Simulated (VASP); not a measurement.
Input:

```
CELL_PARAMETERS angstrom
      0.00000     3.49792     3.49792
      3.49792     0.00000     3.49792
      3.49792     3.49792     0.00000
ATOMIC_POSITIONS crystal
  Sr 0.00000 0.00000 0.00000
  Cl 0.25000 0.25000 0.25000
  Cl 0.75000 0.75000 0.75000
```

All values below come from r2SCAN meta-GGA, VASP's PBE PAW potentials (set 64) (plane waves; VASP 6.6.1). Numerical set-up: 480 eV cut-off, 6×6×6 Γ-centred mesh, Gaussian smearing of 0.050 eV, potentials Sr_sv Cl.

Q: Predict the energy per atom (σ→0), band gap (on the k-mesh) with the smallest direct gap where there is one.

A: 
The band gap (on the k-mesh) comes out as 5.94 eV. The smallest direct gap (on the k-mesh) is 5.99 eV. The energy per atom (σ→0) comes out as -11.898 eV/atom.

The absolute energy has meaning only against runs of the same code, potentials and settings.

The compound is SrCl2 in the fluorite structure. It was relaxed first.
